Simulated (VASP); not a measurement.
SnO2 (Cassiterite), 6 atoms in the cell. Symmetry: P4_2/mnm, No. 136, tetragonal system. The conventional cell has a = 4.827 Å, b = 4.827 Å, c = 3.238 Å, α = 90.00°, β = 90.00°, γ = 90.00°. Sn (site symmetry mmm) has 6 O at 2.09 Å as nearest neighbours. O (site symmetry m2m) is surrounded by 3 Sn at 2.09 Å. 

| Quantity | Value |
| --- | --- |
| Program | VASP 6.6.1 |
| Task | single point |
| Functional | PBE |
| Potentials or basis | VASP PAW PBE potentials, release 64 (Sn_d, O) |
| Cutoff | 520 eV |
| k mesh | 6 × 6 × 8 |
| Occupations | gaussian, width 0.02 eV |
| Spin | no spin polarisation |
| Dipole correction | no |
| Further INCAR settings | ALGO = Fast; EDIFF = 1e-06; NBANDS = 35 |

Potentials or basis: VASP PAW PBE potentials, release 64 (Sn_d, O).

The run is started by

```sh
$ cat potpaw_PBE.64/Sn_d/POTCAR potpaw_PBE.64/O/POTCAR > POTCAR
$ mpirun -np 1 vasp_std > vasp.out
```

Hardware: 1 thread of Intel(R) Xeon(R) 6975P-C (Granite Rapids) (shared host).

Q: Estimate the wall time of this run.

A: Run time: 47 s on 1 thread of Intel(R) Xeon(R) 6975P-C (Granite Rapids), on a shared host, peak memory 0.23 GiB. Counts: scf iterations 15, k points 50.
